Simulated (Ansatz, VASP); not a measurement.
# Cross-check of Ga2O3 between VASP and Ansatz

Wanted: the spread between two codes on one cell, functional and k mesh. The two relaxations start from unlike cells of this crystal (the structure described is Ansatz's start), so only their ends are compared.

Main program and level: Ansatz 0.2.0; plane waves, with VASP 6.6.1 beside it; relaxation of cell and atoms at PBE.

**1. Set-up**

Symmetry: R-3c, No. 167, trigonal system. Conventional cell: a = 4.997 Å, b = 4.997 Å, c = 13.451 Å, α = 90.00°, β = 90.00°, γ = 120.00°. Nearest to Ga lie 6 O at 1.93 to 2.08 Å. Nearest to O lie 4 Ga at 1.93 to 2.08 Å. Farther neighbours and most contacts between anions are not listed.

**2. VASP: relaxation of cell and atoms, PBE**

The relaxed volume is the usual yardstick between codes: in a stiff, nearly cubic crystal its relative difference is about their pressure difference at one cell divided by the bulk modulus.

Lines of VASP's logs that name or quote its potential files are left out, and so is its time.

The input, INCAR:

```
SYSTEM = Ga2O3
PREC = Accurate
ENCUT = 600
EDIFF = 1E-07
NELM = 120
ISMEAR = -1
SIGMA = 0.02
LREAL = .FALSE.
ALGO = Normal
GGA = PE
NBANDS = 54
LORBIT = 11
LWAVE = .FALSE.
LCHARG = .FALSE.
ISIF = 3
IBRION = 2
NSW = 80
EDIFFG = -0.005
LASPH = .TRUE.
GGA_COMPAT = .FALSE.
NELMIN = 4
EFERMI = MIDGAP
KPAR = 2
```

The input, POSCAR:

```
Ga2O3
1.0
    2.5320136431      1.4618592323      4.5463788157
   -2.5320136431      1.4618592323      4.5463788157
    0.0000000000     -2.9237174373      4.5463788112
Ga O
4 6
Direct
    0.8558889479      0.8558889479      0.8558892444
    0.6441108045      0.6441108045      0.6441110279
    0.1441109366      0.1441109366      0.1441109867
    0.3558890056      0.3558890056      0.3558891289
    0.7500000115      0.4468691105      0.0531307666
    0.4468691753      0.0531305771      0.7500001361
    0.0531305573      0.7500000565      0.4468692746
    0.2499997987      0.5531306997      0.9468693901
    0.9468692528      0.2499997536      0.5531308821
    0.5531306348      0.9468692331      0.2500000206
```

The input, KPOINTS:

```
Automatic mesh
0
Gamma
6 6 6
0 0 0
```

The projector-augmented-wave data sets are Ga_d and O (PBE family, release 64).

The run is started by

```console
$ mpirun -np 2 vasp_std
```

Numbers of over 12 decimals in the logs are rounded to 6 here.

The program printed:

```text
[banner, memory and clock lines left out]
running    2 mpi-ranks, on    1 nodes
 distrk:  each k-point on    1 cores,    2 groups
 distr:  one band on    1 cores,    1 groups

 POSCAR found type information on POSCAR GaO
 POSCAR found :  2 types and      10 ions
 LDA part: xc-table for (Slater+PW92), standard interpolation
 POSCAR, INCAR and KPOINTS ok, starting setup
 FFT: planning ... GRIDC
 FFT: planning ... GRID_SOFT
 FFT: planning ... GRID
 WAVECAR not read
 entering main loop
       N       E                     dE             d eps       ncg     rms          rms(c)
DAV:   1     0.127915236145E+04    0.12792E+04   -0.43640E+04  4148   0.332E+03
DAV:   2     0.221723756955E+03   -0.10574E+04   -0.99832E+03  3528   0.878E+02
DAV:   3    -0.449894385100E+02   -0.26671E+03   -0.25830E+03  4022   0.279E+02
DAV:   4    -0.671252711852E+02   -0.22136E+02   -0.21887E+02  4354   0.853E+01
DAV:   5    -0.679169772491E+02   -0.79171E+00   -0.78967E+00  4428   0.165E+01    0.170E+01
DAV:   6    -0.593318202540E+02    0.85852E+01   -0.30851E+01  6150   0.589E+01    0.479E+00
DAV:   7    -0.594580368024E+02   -0.12622E+00   -0.27434E+00  3826   0.958E+00    0.325E+00
DAV:   8    -0.594375992023E+02    0.20438E-01   -0.48693E-01  5102   0.525E+00    0.124E+00
DAV:   9    -0.594089894775E+02    0.28610E-01   -0.17277E-01  5554   0.453E+00    0.206E-01
DAV:  10    -0.594098479634E+02   -0.85849E-03   -0.11774E-02  5072   0.106E+00    0.579E-02
DAV:  11    -0.594099722424E+02   -0.12428E-03   -0.15255E-03  4372   0.436E-01    0.230E-02
DAV:  12    -0.594099905025E+02   -0.18260E-04   -0.23739E-04  4254   0.133E-01    0.141E-02
DAV:  13    -0.594099915808E+02   -0.10783E-05   -0.25187E-05  4702   0.296E-02    0.469E-03
DAV:  14    -0.594099911098E+02    0.47094E-06   -0.27823E-06  4358   0.984E-03    0.136E-03
DAV:  15    -0.594099909652E+02    0.14463E-06   -0.33804E-07  3928   0.997E-03    0.925E-04
DAV:  16    -0.594099911898E+02   -0.22461E-06   -0.23685E-07  2752   0.303E-03    0.579E-04
DAV:  17    -0.594099911948E+02   -0.49567E-08   -0.41876E-08  2304   0.251E-03
   1 F= -.59409991E+02 E0= -.59409991E+02  d E =-.594100E+02
 curvature:   0.00 expect dE= 0.000E+00 dE for cont linesearch  0.000E+00
 trial: gam= 0.00000 g(F)=  0.596E-05 g(S)=  0.499E-04 ort = 0.000E+00 (trialstep = 0.100E+01)
 search vector abs. value=  0.559E-04
 bond charge predicted
       N       E                     dE             d eps       ncg     rms          rms(c)
DAV:   1    -0.594104463560E+02   -0.45517E-03   -0.92184E-03  5316   0.104E+00    0.144E-01
DAV:   2    -0.594100950157E+02    0.35134E-03   -0.11223E-03  5362   0.323E-01    0.612E-02
DAV:   3    -0.594100117900E+02    0.83226E-04   -0.17918E-04  5474   0.185E-01    0.178E-02
   2 F= -.59410001E+02 E0= -.59410001E+02  d E =-.942434E-05
 trial-energy change:   -0.000009  1 .order   -0.000008   -0.000056    0.000040
 step:   0.6051(harm=  0.5820)  dis= 0.00013  next Energy=   -59.410008 (dE=-0.173E-04)
 bond charge predicted
       N       E                     dE             d eps       ncg     rms          rms(c)
DAV:   1    -0.594100775974E+02   -0.76963E-04   -0.14251E-03  5328   0.408E-01    0.569E-02
DAV:   2    -0.594100225305E+02    0.55067E-04   -0.17465E-04  5362   0.127E-01    0.241E-02
DAV:   3    -0.594100096233E+02    0.12907E-04   -0.27611E-05  5518   0.727E-02    0.705E-03
DAV:   4    -0.594100077824E+02    0.18409E-05   -0.67355E-06  5882   0.217E-02    0.272E-03
DAV:   5    -0.594100075703E+02    0.21206E-06   -0.15733E-06  4632   0.985E-03    0.729E-04
DAV:   6    -0.594100074864E+02    0.83977E-07   -0.59810E-08  2220   0.203E-03
   3 F= -.59410007E+02 E0= -.59410007E+02  d E =-.162916E-04
 curvature:  -0.29 expect dE=-0.166E-05 dE for cont linesearch -0.180E-06
 trial: gam=-0.00290 g(F)=  0.368E-05 g(S)=  0.205E-05 ort = 0.589E-05 (trialstep = 0.921E+00)
 search vector abs. value=  0.570E-05
 reached required accuracy - stopping structural energy minimisation
```

OUTCAR, selected parts (step 2):

```text
ion  position               nearest neighbor table
   1  0.856  0.856  0.856-   8 1.95  10 1.95   9 1.95   6 2.11   5 2.11   7 2.11   2 2.89
   2  0.644  0.644  0.644-   8 1.95  10 1.95   9 1.95   6 2.11   5 2.11   7 2.11   1 2.89
   3  0.144  0.144  0.144-   5 1.95   6 1.95   7 1.95  10 2.11   8 2.11   9 2.11   4 2.89
   4  0.356  0.356  0.356-   5 1.95   6 1.95   7 1.95  10 2.11   8 2.11   9 2.11   3 2.89
   5  0.750  0.447  0.053-   3 1.95   4 1.95   2 2.11   1 2.11
   6  0.447  0.053  0.750-   3 1.95   4 1.95   2 2.11   1 2.11
   7  0.053  0.750  0.447-   3 1.95   4 1.95   1 2.11   2 2.11
   8  0.250  0.553  0.947-   1 1.95   2 1.95   3 2.11   4 2.11
   9  0.947  0.250  0.553-   1 1.95   2 1.95   3 2.11   4 2.11
  10  0.553  0.947  0.250-   1 1.95   2 1.95   3 2.11   4 2.11

  LATTYP: Found a trigonal (rhomboedric) cell.
 ALAT       =     5.4053386425
 COS(alpha) =     0.5611497641

 Subroutine GETGRP returns: Found 12 space group operations
 (whereof  6 operations were pure point group operations)

The static configuration has the point symmetry S_6 .
 The point group associated with its full space group is D_3d.

 Found     32 irreducible k-points:

   k-points           NKPTS =     32   k-points in BZ     NKDIM =     32   number of bands    NBANDS=     54

   dimension x,y,z NGX =    48 NGY =   48 NGZ =   48
   dimension x,y,z NGXF=    96 NGYF=   96 NGZF=   96

   ENCUT  =  600.0 eV  44.10 Ry    6.64 a.u.  10.80 10.80 10.80*2*pi/ulx,y,z

   NELECT =      88.0000    total number of electrons

 k-points in reciprocal lattice and weights: Automatic mesh
   0.00000000  0.00000000  0.00000000       0.005
   0.16666667 -0.00000000  0.00000000       0.028
   0.33333333 -0.00000000  0.00000000       0.028
   0.50000000  0.00000000  0.00000000       0.014
   0.16666667  0.16666667  0.00000000       0.028
   0.33333333  0.16666667  0.00000000       0.056
   0.50000000  0.16666667  0.00000000       0.056
  -0.33333333  0.16666667 -0.00000000       0.056
  -0.16666667  0.16666667  0.00000000       0.028
[...]
-0.33333333  0.50000000  0.33333333       0.028
   0.50000000  0.50000000  0.50000000       0.005

 average (electrostatic) potential at core
       1 -64.0602       2 -64.0602       3 -64.0602       4 -64.0602       5 -69.5015
       6 -69.5015       7 -69.5015       8 -69.5015       9 -69.5015      10 -69.5015

 E-fermi :   5.2510

 k-point     1 :       0.0000    0.0000    0.0000
  band No.  band energies     occupation
    ...
     40       3.7522      2.00000
     41       3.7522      2.00000
     42       3.7636      2.00000
     43       3.8398      2.00000
     44       3.8398      2.00000
     45       6.4308      0.00000
     46      10.3456      0.00000
     47      10.6014      0.00000
     48      12.5423      0.00000
     49      13.8818      0.00000
    ...

 k-point     2 :       0.1667   -0.0000    0.0000
  band No.  band energies     occupation
    ...
     40       3.5388      2.00000
     41       3.5506      2.00000
     42       3.6323      2.00000
     43       3.8993      2.00000
     44       4.0009      2.00000
     45       7.3052      0.00000
     46      10.2526      0.00000
     47      10.9090      0.00000
     48      12.1949      0.00000
     49      12.9777      0.00000
    ...

 k-point     3 :       0.3333   -0.0000    0.0000
  band No.  band energies     occupation
    ...
     40       3.1212      2.00000
     41       3.3822      2.00000
     42       3.4579      2.00000
     43       3.8892      2.00000
     44       4.0141      2.00000
     45       8.7762      0.00000
     46      10.1430      0.00000
     47      10.7884      0.00000
     48      11.3962      0.00000
     49      13.0047      0.00000
    ...

  Total        0.0093161      0.0093161     -0.0158431     -0.0000000     -0.0000000     -0.0000000
  in kB        0.1479020      0.1479021     -0.2515247     -0.0000000     -0.0000000     -0.0000000
  external PRESSURE =       0.0147598 kB  Pullay stress =       0.0000000 kB

  energy-cutoff  :      600.00
  volume of cell :      100.92
      direct lattice vectors                 reciprocal lattice vectors
     2.531649899  1.461649225  4.545393831     0.197499662  0.114026473  0.073334304
    -2.531649899  1.461649225  4.545393831    -0.197499662  0.114026473  0.073334304
     0.000000000 -2.923297422  4.545393826     0.000000000 -0.228052946  0.073334330

 POSITION                                       TOTAL-FORCE (eV/Angst)
 -----------------------------------------------------------------------------------
      0.00000      0.00000     11.67119        -0.000000      0.000000      0.003858
      0.00000      0.00000      8.78308        -0.000000     -0.000000     -0.003858
      0.00000      0.00000      1.96499        -0.000000     -0.000000     -0.003858
      0.00000      0.00000      4.85310        -0.000000      0.000000      0.003858
      0.76738      1.59415      5.68174        -0.000837      0.001450      0.000000
      0.99689     -1.46165      5.68174         0.001674     -0.000000      0.000000
     -1.76427     -0.13250      5.68174        -0.000837     -0.001450     -0.000000
     -0.76738     -1.59415      7.95444         0.000837     -0.001450     -0.000000
      1.76427      0.13250      7.95444         0.000837      0.001450      0.000000
     -0.99689      1.46165      7.95444        -0.001674     -0.000000     -0.000000
 -----------------------------------------------------------------------------------
    total drift:                                0.000435      0.000515      0.001193

  FREE ENERGIE OF THE ION-ELECTRON SYSTEM (eV)
  ---------------------------------------------------
  free  energy   TOTEN  =       -59.4100074864 eV

  energy  without entropy=      -59.4100074864  energy(sigma->0) =      -59.41000749

 reached required accuracy - stopping structural energy minimisation

 total charge
# of ion       s       p       d       tot
------------------------------------------
    1        0.666   0.693  10.220  11.579
    2        0.666   0.693  10.220  11.579
    3        0.666   0.693  10.220  11.579
    4        0.666   0.693  10.220  11.579
    5        1.555   3.491   0.000   5.046
    6        1.555   3.491   0.000   5.046
    7        1.555   3.491   0.000   5.046
    8        1.555   3.491   0.000   5.046
    9        1.555   3.491   0.000   5.046
   10        1.555   3.491   0.000   5.046
--------------------------------------------------
tot         11.993  23.717  40.880  76.591

[... 3 further parts left out ...]
```

(Continued in part 2 of 2.)

[Lines on the potential files, build, host, timing and source positions are cut from VASP's logs without a mark.]

[Logs are printed without paths, hosts, clocks, repeated set-up lines and the standing remarks that a program may print on its own settings, such as how far it seeks lower states.]

[Hosts, paths, dates, database ids (printed as entryN), source tags and the programs' standing remarks are cut or masked in the printed files.]
